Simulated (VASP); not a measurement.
These are optB88-vdW, VASP's PBE PAW potentials (set 64) (plane waves; VASP 6.6.1) values and carry that method's errors.

VASP input:

### POSCAR
```
PbO monolayer
1
    4.0489636219     0.0000000000     0.0000000000
    0.0000000000     4.0489636219     0.0000000000
    0.0000000000     0.0000000000    18.4617878949
Pb O
2 2
Direct
  0.5000000000   0.0000000000   0.4357440000
  0.0000000000   0.5000000000   0.5642560000
  0.5000000000   0.5000000000   0.5000000000
  0.0000000000   0.0000000000   0.5000000000
```

INCAR:
```
AGGAC = 0.0
ALGO = Normal
EDIFF = 1E-5
EDIFFG = -0.03
ENCUT = 500
GGA = BO
IBRION = 2
ISIF = 4
ISMEAR = 0
LASPH = .TRUE.
LCHARG = .FALSE.
LMAXMIX = 4
LREAL = .FALSE.
LUSE_VDW = .TRUE.
LWAVE = .TRUE.
NELM = 100
NELMIN = 4
NSW = 50
PARAM1 = 0.1833333333
PARAM2 = 0.22
PREC = Normal
SIGMA = 0.05
SYSTEM = PbO monolayer
```

**KPOINTS**
```
Regular mesh
0
Gamma
  12 12 1
0 0 0
```

POTCAR, in this order: Pb_d O (PBE.64 set). Program: vasp_std.

Output

**OSZICAR**
```
...
DAV:   2    -0.117097266543E+02    0.71644E-03   -0.10536E-02  1760   0.108E+00    0.124E-01
DAV:   3    -0.117092419569E+02    0.48470E-03   -0.10502E-03  1848   0.311E-01    0.353E-02
DAV:   4    -0.117092352869E+02    0.66700E-05   -0.16037E-04  1752   0.120E-01    0.925E-03
DAV:   5    -0.117092478230E+02   -0.12536E-04   -0.35025E-05  1072   0.455E-02    0.538E-03
DAV:   6    -0.117092958802E+02   -0.48057E-04   -0.11636E-05   896   0.264E-02    0.247E-03
DAV:   7    -0.117093546515E+02   -0.58771E-04   -0.14570E-05  1056   0.223E-02    0.170E-03
DAV:   8    -0.117094224484E+02   -0.67797E-04   -0.10660E-05   896   0.188E-02    0.140E-03
DAV:   9    -0.117095251829E+02   -0.10273E-03   -0.17748E-05  1104   0.220E-02    0.709E-04
DAV:  10    -0.117096453727E+02   -0.12019E-03   -0.13602E-05   896   0.217E-02    0.574E-04
DAV:  11    -0.117096537909E+02   -0.84182E-05   -0.63312E-06   968   0.156E-02
   3 F= -.11709654E+02 E0= -.11709654E+02  d E =-.557532E-02
       N       E                     dE             d eps       ncg     rms          rms(c)
DAV:   1    -0.117097938381E+02   -0.14847E-03   -0.34441E-02  1392   0.130E+00    0.822E-02
DAV:   2    -0.117094897123E+02    0.30413E-03   -0.17836E-03  1792   0.451E-01    0.488E-02
DAV:   3    -0.117093332402E+02    0.15647E-03   -0.22747E-04  1896   0.130E-01    0.143E-02
DAV:   4    -0.117093432377E+02   -0.99974E-05   -0.43540E-05  1056   0.611E-02
   4 F= -.11709343E+02 E0= -.11709343E+02  d E =-.526476E-02
       N       E                     dE             d eps       ncg     rms          rms(c)
DAV:   1    -0.117135765173E+02   -0.42433E-02   -0.36459E-01  1536   0.477E+00    0.339E-01
DAV:   2    -0.117115825383E+02    0.19940E-02   -0.14048E-02  1880   0.135E+00    0.204E-01
DAV:   3    -0.117103149107E+02    0.12676E-02   -0.28071E-03  1848   0.575E-01    0.394E-02
DAV:   4    -0.117103382089E+02   -0.23298E-04   -0.53002E-04  1664   0.222E-01    0.181E-02
DAV:   5    -0.117103077567E+02    0.30452E-04   -0.73313E-05  1280   0.813E-02    0.830E-03
DAV:   6    -0.117104350454E+02   -0.12729E-03   -0.27456E-05   920   0.496E-02    0.540E-03
DAV:   7    -0.117104486905E+02   -0.13645E-04   -0.13217E-05   928   0.464E-02    0.194E-03
DAV:   8    -0.117105484906E+02   -0.99800E-04   -0.16684E-05  1024   0.255E-02    0.258E-03
DAV:   9    -0.121723728268E+03   -0.11001E+03   -0.10962E+03  1808   0.272E-02    0.549E+01
DAV:  10    -0.813195414773E+01    0.11359E+03   -0.26238E+03  1552   0.178E+02    0.540E+00
DAV:  11    -0.106953063389E+02   -0.25634E+01   -0.16572E+01  1728   0.121E+01    0.120E+00
DAV:  12    -0.113898537274E+02   -0.69455E+00   -0.36224E+00  1696   0.375E+00    0.407E-01
DAV:  13    -0.116669619107E+02   -0.27711E+00   -0.93747E-01  1952   0.187E+00    0.141E-01
DAV:  14    -0.117093701961E+02   -0.42408E-01   -0.39604E-01  1632   0.644E-01    0.116E-01
DAV:  15    -0.117104572672E+02   -0.10871E-02   -0.66338E-03  1856   0.220E-01    0.934E-02
DAV:  16    -0.117101333547E+02    0.32391E-03   -0.10058E-03  1792   0.210E-01    0.566E-02
DAV:  17    -0.117101809915E+02   -0.47637E-04   -0.15685E-04  1656   0.916E-02    0.439E-02
DAV:  18    -0.117103504411E+02   -0.16945E-03   -0.23585E-05  1032   0.451E-02    0.384E-02
DAV:  19    -0.117104171071E+02   -0.66666E-04   -0.20004E-05   952   0.355E-02    0.344E-02
DAV:  20    -0.117104725313E+02   -0.55424E-04   -0.11509E-05   928   0.275E-02    0.334E-02
DAV:  21    -0.117105564692E+02   -0.83938E-04   -0.65849E-06   976   0.231E-02    0.298E-02
DAV:  22    -0.117106556941E+02   -0.99225E-04   -0.12878E-05   928   0.187E-02    0.249E-02
DAV:  23    -0.117107749875E+02   -0.11929E-03   -0.83764E-06   912   0.215E-02    0.212E-02
DAV:  24    -0.117109673908E+02   -0.19240E-03   -0.47705E-05   952   0.423E-02    0.110E-02
DAV:  25    -0.117110389308E+02   -0.71540E-04   -0.18734E-05  1088   0.250E-02    0.594E-03
DAV:  26    -0.117110760737E+02   -0.37143E-04   -0.12411E-05   912   0.224E-02    0.388E-03
DAV:  27    -0.117109683443E+02    0.10773E-03   -0.15704E-05  1008   0.288E-02    0.322E-03
DAV:  28    -0.117110154011E+02   -0.47057E-04   -0.16651E-05   904   0.227E-02    0.292E-03
DAV:  29    -0.117109716897E+02    0.43711E-04   -0.20138E-06   944   0.926E-03    0.266E-03
DAV:  30    -0.117107649549E+02    0.20673E-03   -0.93718E-06  1128   0.237E-02    0.221E-03
DAV:  31    -0.117107180576E+02    0.46897E-04   -0.52465E-06  1176   0.106E-02    0.226E-03
DAV:  32    -0.117107438786E+02   -0.25821E-04   -0.39927E-06   904   0.124E-02    0.226E-03
DAV:  33    -0.117107070670E+02    0.36812E-04   -0.36701E-06  1128   0.920E-03    0.229E-03
DAV:  34    -0.117107112342E+02   -0.41672E-05   -0.21415E-06  1016   0.835E-03
   5 F= -.11710711E+02 E0= -.11710711E+02  d E =-.136800E-02
       N       E                     dE             d eps       ncg     rms          rms(c)
DAV:   1    -0.117117525793E+02   -0.10455E-02   -0.77880E-02  1648   0.221E+00    0.157E-01
DAV:   2    -0.117111366904E+02    0.61589E-03   -0.31811E-03  1808   0.639E-01    0.943E-02
DAV:   3    -0.117109254778E+02    0.21121E-03   -0.73883E-04  1904   0.288E-01    0.189E-02
DAV:   4    -0.117109328641E+02   -0.73863E-05   -0.21180E-04  1568   0.123E-01    0.663E-03
DAV:   5    -0.117109635478E+02   -0.30684E-04   -0.77639E-05  1024   0.683E-02    0.351E-03
DAV:   6    -0.117109917308E+02   -0.28183E-04   -0.72317E-05   936   0.490E-02    0.198E-03
DAV:   7    -0.117110042584E+02   -0.12528E-04   -0.16513E-05   896   0.282E-02    0.967E-04
DAV:   8    -0.117110829205E+02   -0.78662E-04   -0.23322E-05  1104   0.241E-02    0.117E-03
DAV:   9    -0.117111747374E+02   -0.91817E-04   -0.15003E-05   896   0.221E-02    0.543E-04
DAV:  10    -0.117111943252E+02   -0.19588E-04   -0.22380E-05   896   0.233E-02    0.579E-04
DAV:  11    -0.117111952203E+02   -0.89508E-06   -0.74233E-06   928   0.181E-02
   6 F= -.11711195E+02 E0= -.11711195E+02  d E =-.185198E-02
       N       E                     dE             d eps       ncg     rms          rms(c)
DAV:   1    -0.117180689575E+02   -0.68746E-02   -0.35010E-01  1736   0.451E+00    0.311E-01
DAV:   2    -0.117119727268E+02    0.60962E-02   -0.16043E-01  1744   0.230E+00    0.193E-01
DAV:   3    -0.117113791167E+02    0.59361E-03   -0.10055E-02  2048   0.784E-01    0.118E-01
DAV:   4    -0.117112204696E+02    0.15865E-03   -0.11589E-03  1872   0.324E-01    0.713E-02
DAV:   5    -0.117111848927E+02    0.35577E-04   -0.15142E-03  1888   0.253E-01    0.306E-02
DAV:   6    -0.117111979567E+02   -0.13064E-04   -0.17507E-04  1848   0.108E-01    0.149E-02
DAV:   7    -0.117112783753E+02   -0.80419E-04   -0.32774E-05   992   0.554E-02    0.472E-03
DAV:   8    -0.117113558033E+02   -0.77428E-04   -0.20632E-05   928   0.335E-02    0.175E-03
DAV:   9    -0.117113861200E+02   -0.30317E-04   -0.91652E-06   928   0.190E-02    0.192E-03
DAV:  10    -0.117115598023E+02   -0.17368E-03   -0.16152E-05  1104   0.293E-02    0.158E-03
DAV:  11    -0.117116625467E+02   -0.10274E-03   -0.16160E-05  1120   0.257E-02    0.952E-04
DAV:  12    -0.117117044996E+02   -0.41953E-04   -0.33573E-05   896   0.179E-02    0.462E-04
DAV:  13    -0.117116998972E+02    0.46024E-05   -0.15935E-06  1120   0.764E-03
   7 F= -.11711700E+02 E0= -.11711700E+02  d E =-.235666E-02
       N       E                     dE             d eps       ncg     rms          rms(c)
DAV:   1    -0.117220827472E+02   -0.10378E-01   -0.12432E+00  1552   0.882E+00    0.624E-01
DAV:   2    -0.117152178261E+02    0.68649E-02   -0.46072E-02  1904   0.238E+00    0.374E-01
DAV:   3    -0.117110183227E+02    0.41995E-02   -0.10627E-02  1888   0.105E+00    0.791E-02
DAV:   4    -0.117110716319E+02   -0.53309E-04   -0.26258E-03  1856   0.469E-01    0.478E-02
DAV:   5    -0.117110270666E+02    0.44565E-04   -0.42355E-04  1816   0.179E-01    0.166E-02
DAV:   6    -0.117110921464E+02   -0.65080E-04   -0.12991E-04  1408   0.104E-01    0.155E-02
DAV:   7    -0.117110909299E+02    0.12164E-05   -0.32038E-05  1232   0.635E-02
   8 F= -.11711091E+02 E0= -.11711091E+02  d E =-.174769E-02
```

File OUTCAR:
```
------------------------ aborting loop because EDIFF is reached ----------------------------------------
  FORCE on cell =-STRESS in cart. coord.  units (eV):
  Direction    XX          YY          ZZ          XY          YZ          ZX
  --------------------------------------------------------------------------------------
  Total        0.0090182      0.0090182     -0.0848262      0.0000000      0.0000000      0.0000000
  in kB        0.0477385      0.0477385     -0.4490338      0.0000000      0.0000000      0.0000000
  external PRESSURE =      -0.1178522 kB  Pullay stress =       0.0000000 kB
  volume of cell :      302.66
      direct lattice vectors                 reciprocal lattice vectors
     4.002111445  0.000000000  0.000000000     0.249868104  0.000000000  0.000000000
     0.000000000  4.002111445  0.000000000     0.000000000  0.249868104  0.000000000
     0.000000000  0.000000000 18.896577399     0.000000000  0.000000000  0.052919636
 POSITION                                       TOTAL-FORCE (eV/Angst)
 -----------------------------------------------------------------------------------
      2.00106      4.00211      8.23213         0.000000      0.000000     -0.008545
      0.00000      2.00106     10.66444        -0.000000      0.000000      0.008545
      2.00106      2.00106      9.44829        -0.000000      0.000000      0.000000
      0.00000      0.00000      9.44829         0.000000     -0.000000      0.000000
 -----------------------------------------------------------------------------------
    total drift:                                0.000000      0.000000      0.000000
  FREE ENERGIE OF THE ION-ELECTRON SYSTEM (eV)
  ---------------------------------------------------
  free  energy   TOTEN  =       -11.7110909299 eV

  energy  without entropy=      -11.7110909299  energy(sigma->0) =      -11.71109093

 reached required accuracy - stopping structural energy minimisation
```
(Selected blocks of OUTCAR.)

### CONTCAR
```
PbO monolayer
   1.00000000000000
     4.0021114449935427    0.0000000000000000    0.0000000000000000
     0.0000000000000000    4.0021114449935427    0.0000000000000000
     0.0000000000000000    0.0000000000000000   18.8965773987688195
  Pb              O
     2     2
Direct
     0.5000000000000000    1.0000000000000000    0.4356414852070729
     0.0000000000000000    0.5000000000000000    0.5643585147929273
     0.5000000000000000    0.5000000000000000    0.5000000000000000
     0.0000000000000000    0.0000000000000000    0.5000000000000000
```

The cell is a sheet with vacuum, built from PbO (litharge).
